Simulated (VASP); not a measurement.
An input for Quantum ESPRESSO's pw.x (written as the equivalent of a VASP run, and not itself run):

```
&CONTROL
  calculation = 'relax'
  pseudo_dir = './pseudo'
  outdir = './out'
  tprnfor = .true.
  tstress = .true.
  nstep = 30
  forc_conv_thr = 3.9e-05
/
&SYSTEM
  ibrav = 0
  nat = 1
  ntyp = 1
  ecutwfc = 82
  occupations = 'smearing'
  smearing = 'methfessel-paxton'
  degauss = 0.00735
  input_dft = 'pz'
/
&ELECTRONS
  conv_thr = 7.3e-10
  electron_maxstep = 100
/
&IONS
/
ATOMIC_SPECIES
  Nb 92.906 Nb.upf
CELL_PARAMETERS angstrom
    -1.6211914    1.6211914    1.6211914
     1.6211914   -1.6211914    1.6211914
     1.6211914    1.6211914   -1.6211914
ATOMIC_POSITIONS crystal
  Nb   0.0000000  0.0000000  0.0000000
K_POINTS automatic
  14 14 14 0 0 0
```

Problem. Write the VASP files for the same calculation (LDA).

Solution. Several could match; the one computed here: 
### KPOINTS
```
kpoints
0
Gamma
14 14 14
0 0 0
```

**INCAR**
```
ALGO  =  Normal
EDIFF  =  1E-8
EDIFFG  =  -0.001
ENCUT  =  400
IBRION  =  1
ISIF  =  2
ISMEAR  =  1
LASPH  =  .True.
LCHARG  =  .False.
LMAXMIX  =  4
LREAL  =  .False.
LWAVE  =  .False.
NELM  =  100
NSW  =  30
PREC  =  Accurate
SIGMA  =  0.1
SYSTEM  =  Nb
```

**POSCAR**
```
Nb
1.0
 -1.6211913731   1.6211913731   1.6211913731
  1.6211913731  -1.6211913731   1.6211913731
  1.6211913731   1.6211913731  -1.6211913731
Nb
1
Cartesian
  0.0000000000   0.0000000000   0.0000000000
```

POTCAR, in this order: Nb_sv (LDA.64 set). Program: vasp_std.

What does not carry over: the potentials are each code's own (VASP's PAW set, PseudoDojo norm-conserving files in pw.x), so ENCUT and ecutwfc are chosen apart and not converted; conv_thr bounds pw.x's estimated SCF error, while EDIFF bounds the energy change between steps; forc_conv_thr acts on force components and is met together with etot_conv_thr.

The compound is Nb in the bcc structure. It was relaxed first, which changed the volume by -5 %. The start is the result of an earlier pass.
